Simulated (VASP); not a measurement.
These are PBE GGA with D4 dispersion, VASP's PBE PAW potentials (set 64) (plane waves; VASP 6.6.1) values and carry that method's errors.

VASP input:

### POSCAR
```
NiSi2
1
    0.0000000000     2.6950642530     2.6950642530
    2.6950642530     0.0000000000     2.6950642530
    2.6950642530     2.6950642530    -0.0000000000
Si Ni
2 1
Direct
  0.2500000000   0.2500000000   0.2500000000
  0.7500000000   0.7500000000   0.7500000000
  0.0000000000   0.0000000000   0.0000000000
```

**KPOINTS**
```
k-points along high-symmetry lines
15
Line-mode
Reciprocal
  0.000000   0.000000   0.000000 ! GAMMA
  0.500000   0.000000   0.500000 ! X

  0.500000   0.000000   0.500000 ! X
  0.625000   0.250000   0.625000 ! U

  0.375000   0.375000   0.750000 ! K
  0.000000   0.000000   0.000000 ! GAMMA

  0.000000   0.000000   0.000000 ! GAMMA
  0.500000   0.500000   0.500000 ! L

  0.500000   0.500000   0.500000 ! L
  0.500000   0.250000   0.750000 ! W

  0.500000   0.250000   0.750000 ! W
  0.500000   0.000000   0.500000 ! X
```

### INCAR
```
! general
SYSTEM   =  NiSi2
PREC     =  Accurate
ENCUT    =  520
LREAL    =  .FALSE.
LASPH    =  .TRUE.
ICHARG   =  11

! electronic loop
EDIFF    =  1E-7
NELM     =  100
ALGO     =  Normal
LMAXMIX  =  4

! smearing
ISMEAR   =  0
SIGMA    =  0.05

! functional
GGA      =  PE
IVDW     =  13

! output
LWAVE    =  .FALSE.
LCHARG   =  .FALSE.
LORBIT   =  11
```

POTCAR, in this order: Si Ni (PBE.64 set). Program: vasp_std. Read from the step before: CHGCAR.

The resulting files:

File OSZICAR:
```
       N       E                     dE             d eps       ncg     rms          rms(c)
DAV:   1     0.694743572541E+02    0.69474E+02   -0.81570E+03  2364   0.143E+03
DAV:   2    -0.126854363422E+02   -0.82160E+02   -0.77554E+02  2430   0.251E+02
DAV:   3    -0.162754740434E+02   -0.35900E+01   -0.34409E+01  3073   0.582E+01
DAV:   4    -0.163429394385E+02   -0.67465E-01   -0.67190E-01  2877   0.689E+00
DAV:   5    -0.163446360223E+02   -0.16966E-02   -0.16961E-02  3067   0.113E+00
DAV:   6    -0.163447047367E+02   -0.68714E-04   -0.68715E-04  3288   0.197E-01
DAV:   7    -0.163447060780E+02   -0.13413E-05   -0.13423E-05  3103   0.240E-02
DAV:   8    -0.163447061542E+02   -0.76256E-07   -0.75848E-07  2498   0.431E-03
   1 F= -.17725479E+02 E0= -.17724507E+02  d E =-.194439E-02
```

**OUTCAR**
```
 val. band max:       10.7055095684   @ k =   0.1071   0.0000   0.1071

 cond. band min:      10.7233549357   @ k =   0.2143   0.2143   0.2143



 k-point     1 :       0.0000    0.0000    0.0000
  band No.  band energies     occupation
      1      -3.3524      2.00000
      2       5.3184      2.00000
      3       5.3184      2.00000
      4       5.3184      2.00000
      5       7.0163      2.00000
      6       7.0163      2.00000
      7      10.3528      2.00000
      8      12.2897      0.00000
      9      12.2897      0.00000
     10      12.2897      0.00000
     11      12.8535      0.00000
     12      12.8535      0.00000
     13      12.8535      0.00000

 k-point     2 :       0.0357    0.0000    0.0357
  band No.  band energies     occupation
      1      -3.3270      2.00000
      2       5.2790      2.00000
      3       5.3206      2.00000
      4       5.3206      2.00000
      5       7.0010      2.00000
      6       7.0213      2.00000
      7      10.3396      2.00000
      8      11.8628      0.00000
      9      11.8628      0.00000
     10      12.3830      0.00000
     11      12.7501      0.00000
     12      13.3150      0.00000
     13      13.3150      0.00000

 k-point     3 :       0.0714    0.0000    0.0714
  band No.  band energies     occupation
      1      -3.2508      2.00000
      2       5.1666      2.00000
      3       5.3278      2.00000
      4       5.3278      2.00000
      5       6.9543      2.00000
      6       7.0359      2.00000
      7      10.3077      2.00000
      8      11.2749      0.00000
      9      11.2749      0.00000
     10      12.4301      0.00000
     11      12.6494      0.00000
     12      14.0032      0.00000
     13      14.0036      0.00000

 k-point     4 :       0.1071    0.0000    0.1071
  band No.  band energies     occupation
      1      -3.1241      2.00000
      2       4.9959      2.00000
      3       5.3405      2.00000
      4       5.3405      2.00000
...
```

The density is held fixed in this step, so its total energy and stress have no physical meaning.

The compound is NiSi2 in the fluorite structure. It was relaxed first. The run is not spin-polarised, so no magnetic state was tried.
